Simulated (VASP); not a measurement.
Consider the following.

```
AlNi
1.0
    2.81426     0.00000     0.00000
    0.00000     2.81426     0.00000
    0.00000     0.00000     2.81426
Al Ni
1 1
Cartesian
  1.40713   1.40713   1.40713
  0.00000   0.00000   0.00000
```

Method: TPSS meta-GGA, VASP's PBE PAW potentials (set 64) (plane waves; VASP 6.6.1). Numerical set-up: 520 eV cut-off, 13×13×13 Γ-centred mesh, first-order Methfessel-Paxton smearing of 0.10 eV, potentials Al Ni.

Problem. Estimate the energy per atom (σ→0), pressure, band gap (on the k-mesh) with the smallest direct gap where there is one.

Solution. 
- band gap (on the k-mesh) = none (metal, semimetal or under 0.01 eV)
- energy per atom (σ→0) = -11.253 eV/atom
- pressure = 11.43 GPa

The absolute energy has meaning only against runs of the same code, potentials and settings.

The compound is NiAl in the CsCl type structure. This cell is one point of a volume scan, at 0.94 of the reference volume. The run is not spin-polarised, so no magnetic state was tried. The electron count is odd and the run is not spin-polarised, which forces a metal.
